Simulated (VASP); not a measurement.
Level of theory: PBE GGA, VASP's PBE PAW potentials (set 64) (plane waves; VASP).

VASP ran on this input.

**INCAR**
```
ALGO=Normal
EDIFF=1E-6
ENCUT=300
GGA=PE
ISIF=2
ISMEAR=-1
LASPH=.TRUE.
LCHARG=.FALSE.
LMAXMIX=4
LREAL=.FALSE.
LWAVE=.FALSE.
NELM=100
PREC=Accurate
SIGMA=0.05
SYSTEM=MoSi2
```

**KPOINTS**
```
Automatic mesh
0
gamma
 6 6 6
0 0 0
```

### POSCAR
```
MoSi2
1
   -1.5789990000     1.5789990000     3.8614150000
    1.5789990000    -1.5789990000     3.8614150000
    1.5789990000     1.5789990000    -3.8614150000
Si Mo
2 1
Direct
  0.6650000000   0.6650000000   0.0000000000
  0.3350000000   0.3350000000   0.0000000000
  0.0000000000   0.0000000000   0.0000000000
```

POTCAR, in this order: Si Mo_sv (PBE.64 set). Program: vasp_std.

Output

### OSZICAR
```
       N       E                     dE             d eps       ncg     rms          rms(c)
DAV:   1     0.689936146026E+02    0.68994E+02   -0.86096E+03   980   0.920E+02
DAV:   2    -0.226620192562E+02   -0.91656E+02   -0.90760E+02  1152   0.250E+02
DAV:   3    -0.240122722913E+02   -0.13503E+01   -0.13488E+01  1166   0.293E+01
DAV:   4    -0.240180747689E+02   -0.58025E-02   -0.58018E-02  1075   0.207E+00
DAV:   5    -0.240181148602E+02   -0.40091E-04   -0.40090E-04  1159   0.151E-01    0.233E+01
DAV:   6    -0.232883403327E+02    0.72977E+00   -0.64150E+00  1040   0.178E+01    0.561E+00
DAV:   7    -0.231880066396E+02    0.10033E+00   -0.78261E-01   984   0.583E+00    0.480E+00
DAV:   8    -0.231575977760E+02    0.30409E-01   -0.88484E-02  1047   0.249E+00    0.420E-01
DAV:   9    -0.231570618032E+02    0.53597E-03   -0.16645E-03  1131   0.344E-01    0.228E-01
DAV:  10    -0.231570154173E+02    0.46386E-04   -0.46598E-04  1061   0.202E-01    0.481E-02
DAV:  11    -0.231570058089E+02    0.96084E-05   -0.12190E-04  1068   0.898E-02    0.251E-02
DAV:  12    -0.231570045668E+02    0.12420E-05   -0.13383E-05  1019   0.263E-02    0.457E-03
DAV:  13    -0.231570040824E+02    0.48442E-06   -0.37676E-07   534   0.617E-03
   1 F= -.23157004E+02 E0= -.23156699E+02  d E =-.610796E-03
```

**OUTCAR**
```
------------------------ aborting loop because EDIFF is reached ----------------------------------------
  FORCE on cell =-STRESS in cart. coord.  units (eV):
  Direction    XX          YY          ZZ          XY          YZ          ZX
  --------------------------------------------------------------------------------------
  Total        2.9374505      2.9374505      3.4909405      0.0000000      0.0000000      0.0000000
  in kB      122.2111867    122.2111867    145.2388667      0.0000000      0.0000000      0.0000000
  external PRESSURE =     129.8870800 kB  Pullay stress =       0.0000000 kB
  volume of cell :       38.51
      direct lattice vectors                 reciprocal lattice vectors
    -1.578999000  1.578999000  3.861415000     0.000000000  0.316656312  0.129486212
     1.578999000 -1.578999000  3.861415000     0.316656312  0.000000000  0.129486212
     1.578999000  1.578999000 -3.861415000     0.316656312  0.316656312  0.000000000
 POSITION                                       TOTAL-FORCE (eV/Angst)
 -----------------------------------------------------------------------------------
      0.00000      0.00000      5.13568        -0.000000     -0.000000      0.171841
      0.00000      0.00000      2.58715         0.000000      0.000000     -0.171841
      0.00000      0.00000      0.00000         0.000000      0.000000      0.000000
 -----------------------------------------------------------------------------------
    total drift:                                0.000000      0.000000     -0.000000
  FREE ENERGIE OF THE ION-ELECTRON SYSTEM (eV)
  ---------------------------------------------------
  free  energy   TOTEN  =       -23.1570040824 eV

  energy  without entropy=      -23.1563932863  energy(sigma->0) =      -23.15669868
```
(Selected blocks of OUTCAR.)

At this cut-off the stress carries a Pulay error, which pulls relaxed volumes low.

The structure is a typed MoSi2 crystal. The cell was not relaxed at this level. The k-mesh is coarse (spacing up to 0.47 per Å, 2π included), so the numbers may not be converged in it. The run is one of a series of settings (KPOINTS 6×6×6 Γ-centred mesh against the base run), some of them coarse on purpose.
